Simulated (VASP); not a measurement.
Method: LDA (Ceperley-Alder, Perdew-Zunger), VASP's LDA PAW potentials (set 64) (plane waves; VASP 6.6.1).

Input for VASP

File KPOINTS:
```
Automatic mesh
0
Gamma
13 13 13
0 0 0
```

INCAR:
```
ALGO=Normal
EDIFF=1E-7
ENCUT=520
ISIF=2
ISMEAR=1
LASPH=.TRUE.
LCHARG=.FALSE.
LREAL=.FALSE.
LWAVE=.FALSE.
NELM=100
PREC=Accurate
SIGMA=0.1
SYSTEM=Na
```

POSCAR:
```
Na
1
   -1.9836629903     1.9836629903     1.9836629903
    1.9836629903    -1.9836629903     1.9836629903
    1.9836629903     1.9836629903    -1.9836629903
Na
1
Direct
  0.0000000000   0.0000000000   0.0000000000
```

POTCAR, in this order: Na_pv (LDA.64 set). Program: vasp_std.

**Question.** Predict the energy per atom (σ→0), band gap (on the k-mesh).

**Answer.** 
```json
{
 "energy per atom (σ→0)": "-1.449 eV/atom",
 "band gap (on the k-mesh)": "none (metal, semimetal or under 0.01 eV)"
}
```

### OSZICAR
```
...
DAV:   4    -0.145174108813E+01   -0.23808E-02   -0.23808E-02  1470   0.187E+00
DAV:   5    -0.145177305352E+01   -0.31965E-04   -0.31965E-04  1512   0.177E-01    0.220E-01
DAV:   6    -0.145007867489E+01    0.16944E-02   -0.98496E-04  1414   0.556E-01    0.141E-01
DAV:   7    -0.144908863470E+01    0.99004E-03   -0.13657E-03  1260   0.553E-01    0.225E-02
DAV:   8    -0.144907255721E+01    0.16077E-04   -0.96681E-05  1330   0.223E-01    0.246E-03
DAV:   9    -0.144907281160E+01   -0.25439E-06   -0.45352E-07  1365   0.980E-03    0.110E-03
DAV:  10    -0.144907285979E+01   -0.48194E-07   -0.85372E-08  1267   0.375E-03
   1 F= -.14490729E+01 E0= -.14488363E+01  d E =-.709737E-03
```

The compound is Na in the bcc structure. This cell is one point of a volume scan, at 0.94 of the reference volume.
